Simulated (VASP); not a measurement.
Output of a VASP run:

OSZICAR:
```
       N       E                     dE             d eps       ncg     rms          rms(c)
DAV:   1     0.343953827497E+03    0.34395E+03   -0.19218E+04   408   0.194E+03
DAV:   2     0.348735745062E+01   -0.34047E+03   -0.32453E+03   652   0.516E+02
DAV:   3    -0.185898075327E+02   -0.22077E+02   -0.21955E+02   472   0.133E+02
DAV:   4    -0.198443447006E+02   -0.12545E+01   -0.12497E+01   744   0.348E+01
DAV:   5    -0.198557755722E+02   -0.11431E-01   -0.11418E-01   460   0.274E+00    0.117E+02
DAV:   6    -0.290923452757E+02   -0.92366E+01   -0.25847E+02   400   0.232E+02    0.451E+01
DAV:   7    -0.315270875318E+02   -0.24347E+01   -0.34502E+00   548   0.143E+01    0.302E+01
DAV:   8    -0.315985468330E+02   -0.71459E-01   -0.88408E+00   476   0.215E+01    0.116E+01
DAV:   9    -0.312784379049E+02    0.32011E+00   -0.50490E+00   476   0.177E+01    0.168E+01
DAV:  10    -0.314178295762E+02   -0.13939E+00   -0.21845E+00   404   0.120E+01    0.467E+00
DAV:  11    -0.313210792407E+02    0.96750E-01   -0.75404E-01   408   0.873E+00    0.629E-01
DAV:  12    -0.313252203626E+02   -0.41411E-02   -0.18145E-02   616   0.111E+00    0.812E-01
DAV:  13    -0.313248771942E+02    0.34317E-03   -0.41929E-04   460   0.186E-01    0.889E-01
DAV:  14    -0.313250251579E+02   -0.14796E-03   -0.40196E-03   544   0.562E-01    0.860E-02
DAV:  15    -0.313246386296E+02    0.38653E-03   -0.68811E-04   464   0.242E-01    0.148E-01
DAV:  16    -0.313250870337E+02   -0.44840E-03   -0.52933E-04   464   0.224E-01    0.746E-02
DAV:  17    -0.313251195756E+02   -0.32542E-04   -0.56142E-05   556   0.714E-02    0.275E-02
DAV:  18    -0.313251387247E+02   -0.19149E-04   -0.19145E-05   468   0.356E-02    0.930E-03
DAV:  19    -0.313251430269E+02   -0.43022E-05   -0.10697E-05   456   0.368E-02    0.274E-03
DAV:  20    -0.313251444587E+02   -0.14318E-05   -0.72819E-07   308   0.890E-03    0.366E-03
DAV:  21    -0.313251445553E+02   -0.96653E-07   -0.12205E-07   272   0.351E-03
   1 F= -.31325145E+02 E0= -.31325145E+02  d E =-.313251E+02
       N       E                     dE             d eps       ncg     rms          rms(c)
DAV:   1    -0.313471803732E+02   -0.22036E-01   -0.49485E-01   444   0.652E+00    0.122E+00
DAV:   2    -0.313252484945E+02    0.21932E-01   -0.11460E-01   444   0.264E+00    0.233E-01
DAV:   3    -0.313261243359E+02   -0.87584E-03   -0.38137E-03   596   0.625E-01    0.145E-01
DAV:   4    -0.313259290456E+02    0.19529E-03   -0.17708E-03   620   0.361E-01    0.750E-02
DAV:   5    -0.313254703134E+02    0.45873E-03   -0.17651E-03   452   0.385E-01    0.761E-02
DAV:   6    -0.313265577314E+02   -0.10874E-02   -0.10215E-03   456   0.267E-01    0.206E-02
DAV:   7    -0.313265677165E+02   -0.99852E-05   -0.30840E-05   472   0.479E-02    0.862E-03
DAV:   8    -0.313265724805E+02   -0.47639E-05   -0.81266E-06   544   0.259E-02    0.374E-03
DAV:   9    -0.313265711869E+02    0.12936E-05   -0.54007E-06   456   0.207E-02    0.258E-03
DAV:  10    -0.313265746453E+02   -0.34584E-05   -0.12498E-06   268   0.116E-02    0.572E-04
DAV:  11    -0.313265748695E+02   -0.22426E-06   -0.12707E-07   260   0.327E-03
   2 F= -.31326575E+02 E0= -.31326575E+02  d E =-.143031E-02
```

### OUTCAR
```
------------------------ aborting loop because EDIFF is reached ----------------------------------------
  FORCE on cell =-STRESS in cart. coord.  units (eV):
  Direction    XX          YY          ZZ          XY          YZ          ZX
  --------------------------------------------------------------------------------------
  Total        0.0218674      0.0218674      0.0218674      0.0000000     -0.0000000      0.0000000
  in kB        0.5467422      0.5467422      0.5467422      0.0000000     -0.0000000      0.0000000
  external PRESSURE =       0.5467422 kB  Pullay stress =       0.0000000 kB
  volume of cell :       64.08
      direct lattice vectors                 reciprocal lattice vectors
     4.001674082  0.000000000  0.000000000     0.249895414 -0.000000000 -0.000000000
     0.000000000  4.001674082 -0.000000000     0.000000000  0.249895414  0.000000000
     0.000000000  0.000000000  4.001674082    -0.000000000  0.000000000  0.249895414
 POSITION                                       TOTAL-FORCE (eV/Angst)
 -----------------------------------------------------------------------------------
      0.00000      0.00000      0.00000        -0.000000      0.000000      0.000000
      2.00084      2.00084      2.00084        -0.000000      0.000000      0.000000
      2.00084      0.00000      2.00084        -0.000000      0.000000      0.000000
      0.00000      2.00084      2.00084         0.000000      0.000000      0.000000
      2.00084      2.00084     -0.00000        -0.000000      0.000000      0.000000
 -----------------------------------------------------------------------------------
    total drift:                                0.000000      0.000000     -0.000000
  FREE ENERGIE OF THE ION-ELECTRON SYSTEM (eV)
  ---------------------------------------------------
  free  energy   TOTEN  =       -31.3265748695 eV

  energy  without entropy=      -31.3265748695  energy(sigma->0) =      -31.32657487

 reached required accuracy - stopping structural energy minimisation
```
(Selected blocks of OUTCAR.)

POSCAR:
```
KMgF3
1
    3.9900000000     0.0000000000     0.0000000000
    0.0000000000     3.9900000000     0.0000000000
    0.0000000000     0.0000000000     3.9900000000
K Mg F
1 1 3
Direct
  0.0000000000   0.0000000000   0.0000000000
  0.5000000000   0.5000000000   0.5000000000
  0.5000000000   0.0000000000   0.5000000000
  0.0000000000   0.5000000000   0.5000000000
  0.5000000000   0.5000000000   0.0000000000
```

Reconstruct the remaining input files.

One answer among several that fit: the input of the run itself, revTPSS meta-GGA, plane waves, VASP's PBE PAW potentials (set 64).

INCAR:
```
SYSTEM = KMgF3
PREC = Accurate; ENCUT = 520; LREAL = .FALSE.
LASPH = .TRUE.
EDIFF = 1E-6; NELM = 100; ALGO = Normal
LMIXTAU = .TRUE.
ISMEAR = 0; SIGMA = 0.05
METAGGA = RTPSS
IBRION = 2; NSW = 60; ISIF = 3
EDIFFG = -0.02
LWAVE = .FALSE.; LCHARG = .FALSE.
```

File KPOINTS:
```
Automatic mesh
0
Gamma
5 5 5
0 0 0
```

POTCAR, in this order: K_sv Mg F (PBE.64 set). Program: vasp_std.

The compound is KMgF3 in the cubic perovskite structure. This run relaxes it. Symmetry was kept, so distortions that lower it aren't found. The start is the result of an earlier pass.
